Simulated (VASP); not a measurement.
Consider the following.

```xyz
4
Lattice="-1.9281 1.8494 3.8932 1.9281 -2.0067 3.9703 1.9281 2.0067 -3.9703" Properties=species:S:1:pos:R:3 pbc="T T T"
Tc     0.0000     0.0000     0.0000
Pt     0.0000     1.8888     1.9273
Pt     1.9281    -0.0393     1.9659
Pt     0.0000    -0.0786     3.9318
```

All values below come from PBEsol GGA, VASP's PBE PAW potentials (set 64) (plane waves; VASP). Run with 480 eV cut-off, 10×10×10 Γ-centred mesh, first-order Methfessel-Paxton smearing of 0.10 eV, potentials Tc_pv Pt.

Unless said otherwise, spin-orbit coupling is left out, though it shifts the bands of the heavy elements here.

Problem. Predict the energy per atom (σ→0), largest force, band gap (on the k-mesh) with the smallest direct gap where there is one.

Solution. 
```json
{
  "band gap (on the k-mesh)": "none (metal, semimetal or under 0.01 eV)",
  "energy per atom (σ→0)": "-8.147 eV/atom",
  "largest_force": "0.115 eV/Å"
}
```

The structure comes from a computed database's TcPt3 entry (I4/mmm); how it stands against other phases isn't given here. This cell was strained or had an atom moved on purpose. The electron count is odd and the run is not spin-polarised, which forces a metal.
